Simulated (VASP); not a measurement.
Here is the system:

```
CELL_PARAMETERS angstrom
      0.00000     3.00596     3.00596
      3.00596     0.00000     3.00596
     12.04205    12.04205    -0.01820
ATOMIC_POSITIONS crystal
  Hg 0.01445 0.01445 0.98917
  Hg 0.00106 0.00106 0.24921
  Hg 0.98600 0.98600 0.51050
  Hg 0.99976 0.99976 0.75018
  Se 0.25439 0.25439 0.05921
  Se 0.24128 0.24128 0.31904
  S  0.24496 0.24496 0.56628
  S  0.25810 0.25810 0.80643
```

The numbers are results of PBEsol GGA, VASP's PBE PAW potentials (set 64) (plane waves; VASP), not measurements. Run with 400 eV cut-off, 10×10×3 Γ-centred mesh, tetrahedra with Blöchl corrections, potentials Hg Se S.

The cores are frozen, which limits the accuracy of field gradients.

Question: Give the principal components of the electric field gradient (V/Å²) and the asymmetry η at each nucleus.

Answer: 
```csv
atom,Vxx,Vyy,Vzz,η
Hg1,18.1,18.1,-36.1,0.00
Hg2,1.2,1.2,-2.4,0.00
Hg3,-13.4,-13.4,26.8,0.00
Hg4,4.8,4.8,-9.6,0.00
Se5,-16.9,-16.9,33.8,0.00
Se6,-14.7,-14.7,29.4,0.00
S7,6.2,6.2,-12.4,0.00
S8,5.1,5.1,-10.2,0.00
```

The structure was generated: Hg4S2Se2 was put into an ordered model structure (R3m), which need not be its known phase. It was relaxed first.
